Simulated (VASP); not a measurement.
Calculation: r2SCAN meta-GGA, VASP's PBE PAW potentials (set 64) (plane waves; VASP 6.6.1).

A VASP calculation is set up with these files.

**POSCAR**
```
Ir
1
    0.0000000000     1.9200000000     1.9200000000
    1.9200000000     0.0000000000     1.9200000000
    1.9200000000     1.9200000000     0.0000000000
Ir
1
Direct
  0.0000000000   0.0000000000   0.0000000000
```

File KPOINTS:
```
Automatic mesh
0
Gamma
15 15 15
0 0 0
```

**INCAR**
```
SYSTEM = Ir
PREC = Accurate
ENCUT = 400
EDIFF = 1E-6
NELM = 100
ALGO = Normal
LREAL = .FALSE.
LASPH = .TRUE.
ISMEAR = 1
SIGMA = 0.1
METAGGA = R2SCAN
LMIXTAU = .TRUE.
LMAXMIX = 6
LWAVE = .FALSE.
LCHARG = .FALSE.
IBRION = 2
ISIF = 3
NSW = 60
EDIFFG = -0.01
```

POTCAR, in this order: Ir (PBE.64 set). Program: vasp_std.

The resulting files:

OSZICAR:
```
       N       E                     dE             d eps       ncg     rms          rms(c)
DAV:   1    -0.107430862138E+02   -0.10743E+02   -0.39141E+03  2016   0.845E+02
DAV:   2    -0.541552175548E+02   -0.43412E+02   -0.41502E+02  1936   0.192E+02
DAV:   3    -0.546925595251E+02   -0.53734E+00   -0.53679E+00  2672   0.286E+01
DAV:   4    -0.546967342181E+02   -0.41747E-02   -0.41744E-02  2608   0.188E+00
DAV:   5    -0.546967531339E+02   -0.18916E-04   -0.18916E-04  2704   0.799E-02    0.158E+01
DAV:   6    -0.519152241099E+02    0.27815E+01   -0.25940E+00  2168   0.200E+01    0.527E+00
DAV:   7    -0.522384279708E+02   -0.32320E+00   -0.26160E-01  1928   0.537E+00    0.347E+00
DAV:   8    -0.520635591660E+02    0.17487E+00   -0.33453E-01  1936   0.446E+00    0.120E+00
DAV:   9    -0.523641786944E+02   -0.30062E+00   -0.10317E-01  1936   0.239E+00    0.303E-01
DAV:  10    -0.523700835904E+02   -0.59049E-02   -0.44038E-03  2240   0.603E-01    0.997E-02
DAV:  11    -0.523667386388E+02    0.33450E-02   -0.25285E-03  2160   0.543E-01    0.130E-01
DAV:  12    -0.523706066252E+02   -0.38680E-02   -0.19582E-03  2104   0.391E-01    0.141E-02
DAV:  13    -0.523708304148E+02   -0.22379E-03   -0.29469E-04  2528   0.141E-01    0.189E-02
DAV:  14    -0.523708327068E+02   -0.22920E-05   -0.38205E-06  2280   0.193E-02    0.124E-02
DAV:  15    -0.523708338932E+02   -0.11864E-05   -0.20138E-06  2264   0.163E-02    0.584E-03
DAV:  16    -0.523708347184E+02   -0.82516E-06   -0.85967E-07  1512   0.907E-03
   1 F= -.52370835E+02 E0= -.52370689E+02  d E =-.523708E+02
       N       E                     dE             d eps       ncg     rms          rms(c)
DAV:   1    -0.524459372490E+02   -0.75103E-01   -0.41254E+00  2072   0.330E+01    0.239E+00
DAV:   2    -0.523488391505E+02    0.97098E-01   -0.31273E-01  2080   0.677E+00    0.994E-01
DAV:   3    -0.523466267041E+02    0.22124E-02   -0.24730E-02  2144   0.223E+00    0.666E-01
DAV:   4    -0.523382289745E+02    0.83977E-02   -0.30969E-02  1976   0.127E+00    0.280E-01
DAV:   5    -0.523497952324E+02   -0.11566E-01   -0.10166E-02  1952   0.858E-01    0.515E-02
DAV:   6    -0.523498234927E+02   -0.28260E-04   -0.75976E-05  2624   0.963E-02    0.152E-02
DAV:   7    -0.523497797891E+02    0.43704E-04   -0.21546E-05  1928   0.679E-02    0.106E-02
DAV:   8    -0.523498399666E+02   -0.60178E-04   -0.23436E-05  2024   0.624E-02    0.892E-04
DAV:   9    -0.523498428841E+02   -0.29174E-05   -0.38142E-07  2112   0.635E-03    0.496E-04
DAV:  10    -0.523498414129E+02    0.14712E-05   -0.10904E-07  1008   0.394E-03    0.860E-04
DAV:  11    -0.523498425435E+02   -0.11306E-05   -0.11027E-07  1000   0.392E-03    0.192E-04
DAV:  12    -0.523498424215E+02    0.12203E-06   -0.62548E-09  1000   0.122E-03
   2 F= -.52349842E+02 E0= -.52349689E+02  d E =0.209923E-01
       N       E                     dE             d eps       ncg     rms          rms(c)
DAV:   1    -0.524325089585E+02   -0.82666E-01   -0.26028E+00  2048   0.263E+01    0.231E+00
DAV:   2    -0.523720520042E+02    0.60457E-01   -0.17611E-01  2072   0.525E+00    0.615E-01
DAV:   3    -0.523704381541E+02    0.16139E-02   -0.16436E-02  2200   0.187E+00    0.370E-01
DAV:   4    -0.523721847456E+02   -0.17466E-02   -0.11855E-03  2224   0.257E-01    0.246E-01
DAV:   5    -0.523721623901E+02    0.22355E-04   -0.46707E-04  2840   0.154E-01    0.351E-02
DAV:   6    -0.523723507648E+02   -0.18837E-03   -0.11871E-04  1960   0.982E-02    0.589E-03
DAV:   7    -0.523723547092E+02   -0.39444E-05   -0.99556E-06  1960   0.424E-02    0.372E-03
DAV:   8    -0.523723616694E+02   -0.69602E-05   -0.31074E-06  2368   0.182E-02    0.182E-03
DAV:   9    -0.523723608819E+02    0.78746E-06   -0.28134E-07   992   0.689E-03
   3 F= -.52372361E+02 E0= -.52372215E+02  d E =-.152616E-02
```

**OUTCAR**
```
------------------------ aborting loop because EDIFF is reached ----------------------------------------
  FORCE on cell =-STRESS in cart. coord.  units (eV):
  Direction    XX          YY          ZZ          XY          YZ          ZX
  --------------------------------------------------------------------------------------
  Total       -0.0015355     -0.0015355     -0.0015355      0.0000000      0.0000000      0.0000000
  in kB       -0.1721237     -0.1721237     -0.1721237      0.0000000      0.0000000      0.0000000
  external PRESSURE =      -0.1721237 kB  Pullay stress =       0.0000000 kB
  volume of cell :       14.29
      direct lattice vectors                 reciprocal lattice vectors
    -0.000000000  1.926163517  1.926163517    -0.259583361  0.259583361  0.259583361
     1.926163517  0.000000000  1.926163517     0.259583361 -0.259583361  0.259583361
     1.926163517  1.926163517  0.000000000     0.259583361  0.259583361 -0.259583361
 POSITION                                       TOTAL-FORCE (eV/Angst)
 -----------------------------------------------------------------------------------
     -0.00000      0.00000      0.00000        -0.000000     -0.000000     -0.000000
 -----------------------------------------------------------------------------------
    total drift:                                0.000000     -0.000000      0.000000
  FREE ENERGIE OF THE ION-ELECTRON SYSTEM (eV)
  ---------------------------------------------------
  free  energy   TOTEN  =       -52.3723608819 eV

  energy  without entropy=      -52.3719220961  energy(sigma->0) =      -52.37221462

 reached required accuracy - stopping structural energy minimisation
```
(Selected blocks of OUTCAR.)

File CONTCAR:
```
Ir
   1.00000000000000
    -0.0000000000000000    1.9261635173808573    1.9261635173808573
     1.9261635173808573    0.0000000000000000    1.9261635173808573
     1.9261635173808573    1.9261635173808573    0.0000000000000000
  Ir
     1
Direct
     0.0000000000000000    0.0000000000000000    0.0000000000000000
```

The compound is Ir in the fcc structure. This run relaxes it. Symmetry was kept, so distortions that lower it aren't found.
